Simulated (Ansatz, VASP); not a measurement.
# Cross-check of Hf2COF (Hf2COF MXene monolayer) between VASP and Ansatz

Aim: how closely do two programs agree when they are given the same cell, functional and k mesh? The cell is taken from a series of runs on this material, whose earlier steps may have relaxed, scaled, displaced or heated it; both programs get it as it stands.

Calculated with Ansatz 0.2.0; plane waves, with VASP 6.6.1 beside it; single point at PBE with D3(BJ).

## 1. The starting structure

The cell holds 5 atoms: 1 F, 2 Hf, 1 C and 1 O. Its edges and angles: a = 3.244 Å, b = 3.244 Å, c = 22.929 Å, α = 90.0°, β = 90.0°, γ = 120.0°. Vacuum lies along c.

Coordinates:

```xyz
5
Lattice="3.2441 0.0000 0.0000 -1.6221 2.8095 0.0000 0.0000 0.0000 22.9290" Properties=species:S:1:pos:R:3
F     0.0000    1.8730    9.0000
Hf    1.6221    0.9365   10.3387
Hf    0.0000    1.8730   12.9503
C     0.0000    0.0000   11.5423
O     1.6221    0.9365   13.9290
```

## 2. VASP: single point, PBE with D3(BJ)

A single point gives forces, pressure and levels at one fixed geometry, so differences don't come from the geometry; what else differs is listed under the comparison.

Lines of VASP's logs that name or quote its potential files are left out, and so is its time.

The input, INCAR:

```
SYSTEM = Hf2COF
PREC = Accurate
ENCUT = 520
EDIFF = 1E-06
NELM = 120
ISMEAR = -1
SIGMA = 0.02585
LREAL = .FALSE.
ALGO = Normal
GGA = PE
IVDW = 12
NBANDS = 24
LASPH = .TRUE.
LORBIT = 11
LWAVE = .FALSE.
LCHARG = .FALSE.
ISIF = 2
LDIPOL = .TRUE.
IDIPOL = 3
DIPOL = 0.5 0.5 0.504
LVHAR = .TRUE.
GGA_COMPAT = .FALSE.
NELMDL = -8
KPAR = 2
```

The input, POSCAR:

```
Hf2COF
1.0
    3.2441271883      0.0000000000      0.0000000000
   -1.6220635941      2.8094965581      0.0000000000
    0.0000000000      0.0000000000     22.9290211225
F Hf C O
1 2 1 1
Direct
    0.3333333333      0.6666666667      0.3925156661
    0.6666666667      0.3333333333      0.4508992344
    0.3333333333      0.6666666667      0.5648010346
    0.0000000000      0.0000000000      0.5033915229
    0.6666666667      0.3333333333      0.6074843339
```

The input, KPOINTS:

```
Automatic mesh
0
Gamma
18 18 1
0 0 0
```

Potentials, in the order of the species: F, Hf_pv, C and O (PBE family, release 64).

On the command line:

```bash
$ mpirun -np 2 vasp_std
```

Numbers of over 12 decimals in the logs are rounded to 6 here.

The log of the run:

```text
[banner, memory and clock lines left out]
running    2 mpi-ranks, on    1 nodes
 distrk:  each k-point on    1 cores,    2 groups
 distr:  one band on    1 cores,    1 groups

 POSCAR found type information on POSCAR F HfC O
 POSCAR found :  4 types and       5 ions
 LDA part: xc-table for (Slater+PW92), standard interpolation
 POSCAR, INCAR and KPOINTS ok, starting setup
 FFT: planning ... GRIDC
 FFT: planning ... GRID_SOFT
 FFT: planning ... GRID
 WAVECAR not read
 entering main loop
       N       E                     dE             d eps       ncg     rms          rms(c)
DAV:   1     0.261267732050E+03    0.26127E+03   -0.18903E+04  2104   0.125E+03
DAV:   2    -0.280098044797E+02   -0.28928E+03   -0.28481E+03  2344   0.314E+02
DAV:   3    -0.546852223062E+02   -0.26675E+02   -0.26484E+02  2296   0.897E+01
DAV:   4    -0.551724037669E+02   -0.48718E+00   -0.48611E+00  2336   0.138E+01
DAV:   5    -0.551841828096E+02   -0.11779E-01   -0.11773E-01  2280   0.194E+00
DAV:   6    -0.551846828874E+02   -0.50008E-03   -0.50000E-03  2424   0.394E-01
DAV:   7    -0.551847031670E+02   -0.20280E-04   -0.20279E-04  2288   0.725E-02
DAV:   8    -0.551847042517E+02   -0.10846E-05   -0.10846E-05  2232   0.166E-02    0.739E+01
DAV:   9    -0.472099990706E+02    0.79747E+01   -0.46711E+01  2120   0.377E+01    0.553E+01
DAV:  10    -0.476474173145E+02   -0.43742E+00   -0.13483E+01  2456   0.205E+01    0.130E+01
DAV:  11    -0.470876006313E+02    0.55982E+00   -0.10479E+01  2592   0.183E+01    0.272E+00
DAV:  12    -0.469772360671E+02    0.11036E+00   -0.17831E+00  2296   0.593E+00    0.278E+00
DAV:  13    -0.469748728453E+02    0.23632E-02   -0.14123E-01  2256   0.211E+00    0.115E+00
DAV:  14    -0.469727701797E+02    0.21027E-02   -0.98507E-03  2400   0.613E-01    0.662E-01
[...]
DAV:  20    -0.469713875725E+02   -0.23230E-03   -0.41734E-05  2304   0.265E-02    0.139E-02
DAV:  21    -0.469715790114E+02   -0.19144E-03   -0.11519E-05  2048   0.150E-02    0.782E-03
DAV:  22    -0.469716799055E+02   -0.10089E-03   -0.28873E-06  2008   0.805E-03    0.112E-02
DAV:  23    -0.469717324000E+02   -0.52495E-04   -0.15640E-06  1792   0.556E-03    0.661E-03
DAV:  24    -0.469717514042E+02   -0.19004E-04   -0.78415E-07  1760   0.442E-03    0.998E-04
DAV:  25    -0.469717581941E+02   -0.67899E-05   -0.24137E-07  1672   0.200E-03    0.142E-03
DAV:  26    -0.469717611913E+02   -0.29972E-05   -0.14012E-07  1640   0.131E-03    0.361E-04
DAV:  27    -0.469717621843E+02   -0.99308E-06   -0.53429E-08  1696   0.749E-04
   1 F= -.47879396E+02 E0= -.47877443E+02  d E =-.390621E-02
```

Parts of OUTCAR (step 2):

```text
ion  position               nearest neighbor table
   1  0.333  0.667  0.393-   2 2.30   2 2.30   2 2.30
   2  0.667  0.333  0.451-   4 2.23   4 2.23   4 2.23   1 2.30   1 2.30   1 2.30   3 3.21   3 3.21
                             3 3.21
   3  0.333  0.667  0.565-   5 2.11   5 2.11   5 2.11   4 2.34   4 2.34   4 2.34   2 3.21   2 3.21
                             2 3.21
   4  0.000  0.000  0.503-   2 2.23   2 2.23   2 2.23   3 2.34   3 2.34   3 2.34
   5  0.667  0.333  0.607-   3 2.11   3 2.11   3 2.11

  LATTYP: Found a hexagonal cell.
 ALAT       =     3.2441271883
 C/A-ratio  =     7.0678551708

 Subroutine GETGRP returns: Found  6 space group operations
 (whereof  6 operations were pure point group operations)

The static configuration has the point symmetry C_3v.

 Found     37 irreducible k-points:

   k-points           NKPTS =     37   k-points in BZ     NKDIM =     37   number of bands    NBANDS=     24

   dimension x,y,z NGX =    24 NGY =   24 NGZ =  180
   dimension x,y,z NGXF=    48 NGYF=   48 NGZF=  360

   ENCUT  =  520.0 eV  38.22 Ry    6.18 a.u.   6.03  6.03 42.63*2*pi/ulx,y,z

   NELECT =      37.0000    total number of electrons

 k-points in reciprocal lattice and weights: Automatic mesh
   0.00000000  0.00000000  0.00000000       0.003
   0.05555556  0.00000000  0.00000000       0.019
   0.11111111  0.00000000  0.00000000       0.019
   0.16666667  0.00000000  0.00000000       0.019
   0.22222222 -0.00000000  0.00000000       0.019
   0.27777778  0.00000000  0.00000000       0.019
   0.33333333  0.00000000  0.00000000       0.019
   0.38888889  0.00000000  0.00000000       0.019
   0.44444444 -0.00000000  0.00000000       0.019
[...]
0.33333333  0.27777778  0.00000000       0.037
   0.33333333  0.33333333  0.00000000       0.006

 dipolmoment           0.000000      0.000000      0.093529 electrons x Angstroem

 average (electrostatic) potential at core
       1 -83.8277       2 -44.5044       3 -44.0368       4 -55.5864       5 -77.1128

 E-fermi :  -1.1932

 k-point     1 :       0.0000    0.0000    0.0000
  band No.  band energies     occupation
    ...
     14      -6.4355      2.00000
     15      -6.4355      2.00000
     16      -4.6783      2.00000
     17      -3.5534      2.00000
     18      -3.5534      2.00000
     19      -0.2379      0.00000
     20      -0.2379      0.00000
     21      -0.2039      0.00000
     22       0.4847      0.00000
     23       1.9216      0.00000
    ...

 k-point     2 :       0.0556    0.0000    0.0000
  band No.  band energies     occupation
    ...
     14      -6.4633      2.00000
     15      -6.4096      2.00000
     16      -4.6250      2.00000
     17      -3.7032      2.00000
     18      -3.5833      2.00000
     19      -0.4739      0.00000
     20      -0.1886      0.00000
     21       0.0042      0.00000
     22       0.4697      0.00000
     23       1.9234      0.00000
    ...

 k-point     3 :       0.1111    0.0000    0.0000
  band No.  band energies     occupation
    ...
     14      -6.5092      2.00000
     15      -6.3371      2.00000
     16      -4.5366      2.00000
     17      -4.0515      2.00000
     18      -3.6629      2.00000
     19      -0.7605      0.00000
     20      -0.0339      0.00000
     21       0.0923      0.00000
     22       0.5630      0.00000
     23       1.9269      0.00000
    ...

 Edisp (eV)   -0.90763

  Total      -0.77329    -0.77329    -0.70943    -0.00000     0.00000     0.00000
  in kB      -5.92843    -5.92843    -5.43886    -0.00000     0.00000     0.00000
  external pressure =       -5.77 kB  Pullay stress =        0.00 kB

  energy-cutoff  :      520.00
  volume of cell :      208.98
      direct lattice vectors                 reciprocal lattice vectors
     3.244127188  0.000000000  0.000000000     0.308249320  0.177967828  0.000000000
    -1.622063594  2.809496558  0.000000000     0.000000000  0.355935656  0.000000000
     0.000000000  0.000000000 22.929021123     0.000000000  0.000000000  0.043612852

 POSITION                                       TOTAL-FORCE (eV/Angst)
 -----------------------------------------------------------------------------------
     -0.00000      1.87300      9.00000        -0.000000     -0.000000      0.140717
      1.62206      0.93650     10.33868         0.000000      0.000000     -0.038783
     -0.00000      1.87300     12.95033         0.000000      0.000000      0.070611
      0.00000      0.00000     11.54227         0.000000      0.000000      0.002893
      1.62206      0.93650     13.92902        -0.000000      0.000000     -0.175438
 -----------------------------------------------------------------------------------
    total drift:                                0.000000      0.000000     -0.001002

  FREE ENERGIE OF THE ION-ELECTRON SYSTEM (eV)
  ---------------------------------------------------
  free  energy   TOTEN  =       -47.8793962533 eV

  energy  without entropy=      -47.8754900423  energy(sigma->0) =      -47.87744315

 vacuum level on the upper side and lower side of the slab         4.009         2.153

 total charge
# of ion       s       p       d       tot
------------------------------------------
    1        1.738   4.347   0.000   6.084
    2        0.310   6.489   1.701   8.500
    3        0.307   6.622   1.586   8.515
    4        0.866   1.572   0.000   2.438
    5        1.566   3.479   0.000   5.044
--------------------------------------------------
tot          4.786  22.508   3.287  30.582

[... 3 further parts left out ...]
```

This run has no spin polarisation. Its electron count is odd, so without a moment it is a metal by construction. Harder data sets than Hf_pv exist (the GW ones), and pressures, volumes and forces can shift noticeably with them.

## 3. Ansatz: single point, PBE with D3(BJ)

Ansatz runs on its default PAW (the set named soft_2) files.

The same cell, functional, mesh and smearing now go to Ansatz, which takes its cutoff from its data sets.

The input, input.yaml:

```yaml
crystal:
  lattice:
    - [3.2441271883, 0.0, 0.0]
    - [-1.6220635941, 2.8094965581, 0.0]
    - [0.0, 0.0, 22.9290211225]
  atoms:
    - { symbol: F, position: [0.3333333333, 0.6666666667, 0.3925156661] }
    - { symbol: Hf, position: [0.6666666667, 0.3333333333, 0.4508992344] }
    - { symbol: C, position: [0.0, 0.0, 0.5033915229] }
    - { symbol: Hf, position: [0.3333333333, 0.6666666667, 0.5648010346] }
    - { symbol: O, position: [0.6666666667, 0.3333333333, 0.6074843339] }
kpoints:
  mp_grid: { grid: [18, 18, 1] }
  band_path:
    path: [[0, 0, 0], [0.5, 0, 0], [0.33333333, 0.33333333, 0], [0, 0, 0]]
    npoints: 16
hamiltonian:
  xc: pbe
  dispersion: d3bj
scf:
  occupations: { method: fermi_dirac, width: 0.02585 }
  convergence: { dr2_threshold: 1.0e-10 }
efield:
  axis: 3
  dipole_correction: true
  ramp_position: 0.97
  ramp_width: 0.06
  amplitude: 0
output:
  dos: { projected: true, e_range: [-6, 5] }
  write_potential: true
  write_density: true
  volumetric_format: npy
  elf: true
```

On the command line:

```bash
$ ansatz run input.yaml --threads 2 --pin off --max-ram 3072MiB --backend cpu --events-out ev --progress --plain --runs-dir out
```

The log of the run:

```text
Engine: ansatz 0.2.0, x86_64-unknown-linux-gnu
Pseudopotentials: kind: paw
Pseudopotential: F, paw, valence charge 7, recommended cutoff 420 eV (normal), F.paw.azcp
Pseudopotential: Hf, paw, valence charge 26, recommended cutoff 420 eV (normal), Hf.paw.azcp
Pseudopotential: C, paw, valence charge 4, recommended cutoff 420 eV (normal), C.paw.azcp
Pseudopotential: O, paw, valence charge 6, recommended cutoff 420 eV (normal), O.paw.azcp
Functional definition: PBE
  parameter kappa = 0.804
  parameter beta = 0.066725
  exchange = pbe_x(kappa = kappa, mu = beta*pi^2/3)
  correlation = pbe_c(beta = beta)
Crystal: 5 atoms, lattice volume = 208.983 Å³
Basis set: ecut = 420 eV, 4169 PW (Γ)
Bands: 42, of which v1, the nominal top of the filled ones, is band 35 counted from 1 (34 counted from 0)
Symmetry: 6 space group operations
Space group: P3m1 (ITA 156), of the structure as read, at distance tolerance 5.9e-5 Å
k-points: 37 of 324 (time reversal used)
Non-local potential: F, projectors of the file, l = 0: 2, l = 1: 2, l = 2: 1
Non-local potential: Hf, projectors of the file, l = 0: 3, l = 1: 2, l = 2: 2, l = 3: 3
Non-local potential: C, projectors of the file, l = 0: 2, l = 1: 2, l = 2: 1
Non-local potential: O, projectors of the file, l = 0: 2, l = 1: 2, l = 2: 1
PAW form: soft (Blöchl's): semilocal exchange-correlation on the pseudo side does not see the compensation charge
PAW one-centre angular grid: F, 110 points (default); XC on 64 Gauss nodes
PAW one-centre angular grid: Hf, 590 points (default); XC on 64 Gauss nodes
PAW one-centre angular grid: C, 110 points (default); XC on 64 Gauss nodes
PAW one-centre angular grid: O, 110 points (default); XC on 64 Gauss nodes
Initial density: superposition of atomic densities (neutral atoms: chi_scale 0, normalization atom), corrected by the library's trained network
Initial wavefunctions: pseudopotential atomic-orbital guess
Functional: x = pbe(κ = 0.804, μ = 0.219515), c = pbe(β = 0.066725)
SCF iter   1: F=—  HF=-33076.001289 eV  |F-HF|=—  |Δ(HF+E_count)|=         —  Δρ=5.19e-3  dr2=3.94e-1  ethr=1.77e-3  p=-0.052 e·Å  D=-4.53e-2 V/Å  ΔV_dip=1.04 eV  dr2_dipole=8.88e-2  V_vac-E_F(+/−)=5.17/4.13 eV  ⟨swp⟩=7.9  Hψ=6549  notcnv=0  defer=6
efield: sawtooth ramp at fractional position 0.9700 (set: `efield.ramp_position`, or a place that a band, a saddle search or an elastic batch's reference lends), width 0.0600; the density the first Hamiltonian is built on has a dipole p = -0.052 e·Å; the dipole correction subtracts the counter field D = -4.53e-2 V/Å, which shifts the + side's vacuum level by +1.04 eV against the − side's; the planar-averaged density in the ramp window peaks in size at 1.4e-5 e/Å³
preconditioner: auto → LDOS  [metal: Δε(μ)=0.085 eV  Ē_g=17.810 eV  σ=0.026 eV  W_gap=0.49  n_scr=34 (ndim 8)  ℏωp=20.7 eV  f_vac=0.689  D(μ)=1.70/eV (n_scr^D=8)  β→1.0]
SCF iter   2: F=—  HF=-33075.962184 eV  |F-HF|=—  |Δ(HF+E_count)|=   3.91e-2  Δρ=2.37e-3  dr2=3.30e-2  ethr=5.72e-4  p=-0.081 e·Å  D=-7.00e-2 V/Å  ΔV_dip=1.61 eV  dr2_dipole=6.46e-3  V_vac-E_F(+/−)=4.97/3.36 eV  ⟨swp⟩=3.0  Hψ=2237  notcnv=0  defer=56
SCF iter   3: F=—  HF=-33075.962072 eV  |F-HF|=—  |Δ(HF+E_count)|=   1.12e-4  Δρ=1.78e-3  dr2=7.30e-3  ethr=4.78e-5  p=-0.088 e·Å  D=-7.59e-2 V/Å  ΔV_dip=1.74 eV  dr2_dipole=5.26e-4  V_vac-E_F(+/−)=5.15/3.41 eV  ⟨swp⟩=3.1  Hψ=3046  notcnv=0  defer=56
SCF iter   4: F=—  HF=-33075.960378 eV  |F-HF|=—  |Δ(HF+E_count)|=   1.69e-3  Δρ=5.22e-4  dr2=7.00e-4  ethr=1.06e-5  p=-0.092 e·Å  D=-7.94e-2 V/Å  ΔV_dip=1.82 eV  dr2_dipole=2.79e-5  V_vac-E_F(+/−)=5.13/3.30 eV  ⟨swp⟩=2.1  Hψ=2936  notcnv=0  defer=56
SCF iter   5: F=—  HF=-33075.960178 eV  |F-HF|=—  |Δ(HF+E_count)|=   2.00e-4  Δρ=1.08e-4  dr2=2.72e-5  ethr=1.01e-6  p=-0.092 e·Å  D=-7.98e-2 V/Å  ΔV_dip=1.83 eV  dr2_dipole=5.62e-7  V_vac-E_F(+/−)=5.15/3.32 eV  ⟨swp⟩=2.9  Hψ=3481  notcnv=0  defer=56
SCF iter   6: F=—  HF=-33075.960169 eV  |F-HF|=—  |Δ(HF+E_count)|=   9.36e-6  Δρ=5.36e-5  dr2=7.61e-6  ethr=3.94e-8  p=-0.092 e·Å  D=-7.98e-2 V/Å  ΔV_dip=1.83 eV  dr2_dipole=4.88e-7  V_vac-E_F(+/−)=5.15/3.32 eV  ⟨swp⟩=2.7  Hψ=2993  notcnv=0  defer=56
SCF iter   7: F=—  HF=-33075.960172 eV  |F-HF|=—  |Δ(HF+E_count)|=   3.25e-6  Δρ=1.41e-5  dr2=7.80e-7  ethr=1.10e-8  p=-0.092 e·Å  D=-7.98e-2 V/Å  ΔV_dip=1.83 eV  dr2_dipole=4.21e-8  V_vac-E_F(+/−)=5.15/3.32 eV  ⟨swp⟩=2.4  Hψ=2536  notcnv=0  defer=56
SCF iter   8: F=—  HF=-33075.960074 eV  |F-HF|=—  |Δ(HF+E_count)|=   9.83e-5  Δρ=4.71e-6  dr2=4.72e-8  ethr=1.13e-9  p=-0.092 e·Å  D=-7.98e-2 V/Å  ΔV_dip=1.83 eV  dr2_dipole=3.75e-10  V_vac-E_F(+/−)=5.15/3.32 eV  ⟨swp⟩=2.3  Hψ=2767  notcnv=0  defer=56
SCF iter   9: F=—  HF=-33075.960074 eV  |F-HF|=—  |Δ(HF+E_count)|=   3.42e-8  Δρ=1.49e-6  dr2=6.96e-9  ethr=6.85e-11  p=-0.092 e·Å  D=-7.98e-2 V/Å  ΔV_dip=1.83 eV  dr2_dipole=4.75e-10  V_vac-E_F(+/−)=5.15/3.32 eV  ⟨swp⟩=2.1  Hψ=2750  notcnv=0  defer=56
SCF iter  10: F=—  HF=-33075.960074 eV  |F-HF|=—  |Δ(HF+E_count)|=   1.13e-9  Δρ=6.24e-7  dr2=5.87e-10  ethr=1.01e-11  p=-0.092 e·Å  D=-7.98e-2 V/Å  ΔV_dip=1.83 eV  dr2_dipole=2.29e-12  V_vac-E_F(+/−)=5.15/3.32 eV  ⟨swp⟩=3.0  Hψ=2978  notcnv=0  defer=56
SCF iter  11: F=-33075.960074 eV  HF=-33075.960074 eV  |F-HF|=2.98e-10  |Δ(HF+E_count)|=  8.88e-10  Δρ=2.18e-7  dr2=8.26e-11  ethr=1.00e-12  p=-0.092 e·Å  D=-7.98e-2 V/Å  ΔV_dip=1.83 eV  dr2_dipole=3.37e-12  V_vac-E_F(+/−)=5.15/3.32 eV  ⟨swp⟩=13.6  Hψ=6208  notcnv=0
SCF 1 converged in 11 iterations: F = -33075.960074 eV  dr2 = 8.26e-11
  greatest PAW one-centre occupation: 0.999 electrons in one spin orbital (limit 2), on the Hf atom at site 3 (counted from 0), in its partial waves of l = 0
NSCF: frozen V_eff on 49 k-points
efield: sawtooth ramp at fractional position 0.9700 (kept from the solve that this one continues, or follows in the run), width 0.0600; the density the first Hamiltonian is built on has a dipole p = -0.092 e·Å; the dipole correction subtracts the counter field D = -7.98e-2 V/Å, which shifts the + side's vacuum level by +1.83 eV against the − side's; the planar-averaged density in the ramp window peaks in size at 2.1e-6 e/Å³
WARN: The output density's exchange-correlation potential varies sharply where the density is thin. Do not read a vacuum level from v_tot or v_xc, or from such a field of the output density. On a cell that repeats whose density bears no net charge and no dipole along the vacuum's axis use v_es (v_loc + v_h of the components); under efield.dipole_correction with no amplitude use v_es + v_field, which holds any externa [...]
SCF converged after 11 iterations
Free energy (F): -33075.960074 eV
Harris-Foulkes:  -33075.960074 eV  (|F-HF|=2.98e-10)
Internal energy: -33075.956176 eV  (E = F + TS)
E sigma→0 (E₀):  -33075.958125 eV
Entropy (-TS):   -0.003898 eV (-0.780 meV/atom)
Fermi energy:    2.382699 eV
Dipole field:    D = -0.079786 V/Å  (p = -0.092146 e·Å, saw-weighted, corrected)
Work function:   Φ+ = 5.1524 eV   Φ− = 3.3230 eV
Levels:          The Fermi level and band energies are counted from a zero that moves with the ramp; work functions are not
--- Per-component energies (eV) ---
  E_band       = -1026.558964
  E_kinetic    = 1317.233142
  E_local      = -114128.913265  (includes V_loc(G=0)·N_el)
  E_nonlocal   = -2339.290786
  E_hartree    = 56087.007870
  E_xc         = -802.769232
  E_vxc        = -789.923398  (∫ρ·V_xc dr)
  E_paw        = -14312.105249  (= ΣΔE_a)
  E_vpaw       = 2739.731878  (= ΣTr[D̂ρ^β])
  E_aug_tail   = 0.004509  (compensation charges beyond the density's cutoff)
  E_efield     = 0.003676  (sawtooth field / dipole correction)
  E_vefield    = 0.582313  (∫n·V_field dr)
  E_ewald      = 41103.780909
  E_disp       = -0.907749  (pairwise vdW)
  E_smearing   = -0.003898  (= −TS)
  E_closure    = -0.000000  (closes the sum)
  Σ components = -33075.960074   (vs F -33075.960074, Δ=0.00e0)
--- Band table (eV; the first three rows and the last of 37) ---
  k-point 0: bands = [... 31 lower, -1.0749, 0.0435, 0.0435, 3.3299, 3.3299, 3.3731, 4.0584, 5.4904, ... 3 higher]
  k-point 1: bands = [... 31 lower, -1.0244, -0.1056, 0.0124, 3.0969, 3.3795, 3.5826, 4.0400, 5.4878, ... 3 higher]
  k-point 2: bands = [... 31 lower, -0.9456, -0.4496, -0.0702, 2.8126, 3.5350, 3.6742, 4.1292, 5.4906, ... 3 higher]
  k-point 36: bands = [... 31 lower, -1.5920, -1.3024, -1.0842, 3.3465, 4.1397, 4.5315, 5.8057, 5.8833, ... 3 higher]
```

## 4. Comparison

Known differences besides the potentials themselves: the data sets hold 69 valence electrons in Ansatz (on its default PAW (the set named soft_2) files) and 37 in VASP; the cutoff is 420 eV in Ansatz and 520 eV in VASP. Total energies have different zeros and are not compared.

Compared:

| quantity | Ansatz | VASP | difference |
| --- | --- | --- | --- |
| work function, lower of the two faces (eV) | 3.32 | 3.35 | -0.02 |
| work function, higher of the two faces (eV) | 5.15 | 5.20 | -0.05 |

With vacuum in the cell, a pressure given here is an average over mostly empty space and none of the material.

## 5. Outcome

```yaml
difference_in_work_function_higher_of_the_two_faces_single_point_pbe_with_d3_bj: -0.050 eV
```

The difference in work function, higher of the two faces is -0.050 eV (single point, PBE with D3(BJ)). The data sets hold unlike numbers of valence electrons (69 in Ansatz and 37 in VASP), so part of the differences comes from the potentials. Such differences can come from data sets, numerical settings and the points named under the comparisons, not from the functional's error against experiment.

[Lines on the potential files, build, host, timing and source positions are cut from VASP's logs without a mark.]

[Logs are printed without paths, hosts, clocks, repeated set-up lines and the standing remarks that a program may print on its own settings, such as how far it seeks lower states.]

[Hosts, paths, dates, database ids (printed as entryN), source tags and the programs' standing remarks are cut or masked in the printed files.]
